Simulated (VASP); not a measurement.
```xyz
1
Lattice="2.6212 0.0000 0.0000 0.0000 2.6212 0.0000 0.0000 0.0000 2.6212" Properties=species:S:1:pos:R:3 pbc="T T T"
W      0.0000     0.0000     0.0000
```

Computed with r2SCAN meta-GGA, VASP's PBE PAW potentials (set 64) (plane waves; VASP). Settings: 400 eV cut-off, 15×15×15 Γ-centred mesh, tetrahedra with Blöchl corrections, potentials W_sv.

Problem. Give the energies of bands 5 to 10 at the high-symmetry points, in eV from the Fermi level.

Solution. 
```json
[
 {"band": "5", "Γ": "-9.12", "X": "-5.43", "M": "-5.88", "R": "-4.11"},
 {"band": "6", "Γ": "-4.81", "X": "-3.77", "M": "-3.20", "R": "-4.11"},
 {"band": "7", "Γ": "-4.81", "X": "-0.92", "M": "1.90", "R": "-4.11"},
 {"band": "8", "Γ": "5.08", "X": "1.09", "M": "1.90", "R": "7.82"},
 {"band": "9", "Γ": "5.08", "X": "1.09", "M": "4.92", "R": "7.91"},
 {"band": "10", "Γ": "5.08", "X": "5.50", "M": "4.92", "R": "7.91"}
]
```

It has no gap at this level: it comes out as a metal or semimetal.

The structure was generated: W was put into the simple-cubic type (Pm-3m), which need not be its known phase. It was relaxed first.
